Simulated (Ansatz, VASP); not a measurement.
One calculation of ZrTi2Si2, two programs

Contents of INCAR:

```
  PREC = Accurate
  ENCUT = 520
  EDIFF = 1E-7
  ISMEAR = 0
  SIGMA = 0.1
  LREAL = F
  LASPH = T
  NELM = 60
  ALGO = Normal
  ISIF = 2
  LWAVE = F
  LCHARG = F
  GGA = PE
  NBANDS = 30
```

Contents of KPOINTS:

```
Automatic mesh
0
Gamma
  6 6 4
```

Contents of POSCAR:

```
ZrTi2Si2
1.0
    3.7408374700      0.0000000000      0.0000000000
   -1.8704187300      3.2396602800      0.0000000000
    0.0000000000      0.0000000000      6.6694536900
Zr Ti Si
1 2 2
Direct
    0.0000000000      0.0000000000      0.5000000000
    0.0000000000      0.0000000000      0.2042982800
    0.0000000000      0.0000000000      0.7957017200
    0.3333333300      0.6666666700      0.0000000000
    0.6666666700      0.3333333300      0.0000000000
```

Input for Ansatz:

```yaml
crystal:
  lattice:
    - [3.74083747, 0.0, 0.0]
    - [-1.87041873, 3.23966028, 0.0]
    - [0.0, 0.0, 6.66945369]
  atoms:
    - { symbol: Zr, position: [0.0, 0.0, 0.5] }
    - { symbol: Ti, position: [0.0, 0.0, 0.20429828] }
    - { symbol: Ti, position: [0.0, 0.0, 0.79570172] }
    - { symbol: Si, position: [0.33333333, 0.66666667, 0.0] }
    - { symbol: Si, position: [0.66666667, 0.33333333, 0.0] }
basis:
  ecutwfc: 420
kpoints:
  mp_grid: { grid: [6, 6, 4] }
hamiltonian:
  xc: pbe
scf:
  occupations: { method: gaussian, width: 0.1 }
  lower_state_search: "off"
output:
  forces: true
  stress: true
  eigenvalues: true
```

Alike in both runs: task single point; functional PBE; k mesh 6 × 6 × 4; occupations gaussian, width 0.1 eV; no spin polarisation.

|  | VASP | Ansatz |
| --- | --- | --- |
| version | VASP 6.6.1 | Ansatz 0.2.0 |
| potentials or method | VASP PAW PBE potentials, release 64 (Zr_sv, Ti_sv, Si) | scalar-relativistic, plane waves, PAW |
| plane-wave cutoff (eV) | 520 | 420 |
| valence electrons in the cell | 44 | 44 |

Ansatz gave:

```
gap on the k mesh at the Fermi level (eV) : none
rms of the force components (eV/Å)        : 1.621
```

Question: Which values does VASP return?

Answer: gap on the k mesh at the Fermi level (eV): none; rms of the force components (eV/Å): 1.874.

Atom by atom the forces differ by 0.254 eV/Å (rms over components). A gap of «none» marks a metal or a gap that the smearing closes.

Caveats: forces of over 1 eV/Å show positions far from the minimum, so gaps and moduli don't describe the material at rest.
